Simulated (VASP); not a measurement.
Runs of VASP 6.6.1 on WF6. The cell holds a molecule in a box, 7 atoms: a = 14.095 Å, b = 14.595 Å, c = 15.095 Å, α = 90.00°, β = 90.00°, γ = 90.00°. 

```tsv
task	level	cell	atoms held fixed (from 0)	gap on the mesh (eV)	largest force (eV/Å)
single point	RPBE	as given	-	5.18	0.32
relaxation of the atoms	PBE+D3(BJ)	atoms relaxed	[0]	5.16	-
single point	optB86b-vdW	as given	-	(b)	0.13
single point	RPBE+D3(BJ)	as given	-	5.18	(a)
single point	PBE	as given	-	5.16	0.01
```

Alike in all rows: potentials or basis VASP PAW PBE potentials, release 64 (W_sv, F); no spin polarisation; k mesh 1 × 1 × 1; cutoff (eV) 400; smearing gaussian 0.01 eV.

Question: Fill in the values left out.

Answer: (a) 0.24; (b) 5.14.

Caveats: spin-orbit coupling is left out, which moves the levels of the heavy elements; the PAW data sets were made with another functional, which shifts forces and pressure a little (some runs).

A k mesh can miss the band edges, and the runs leave out spin-orbit coupling on W.
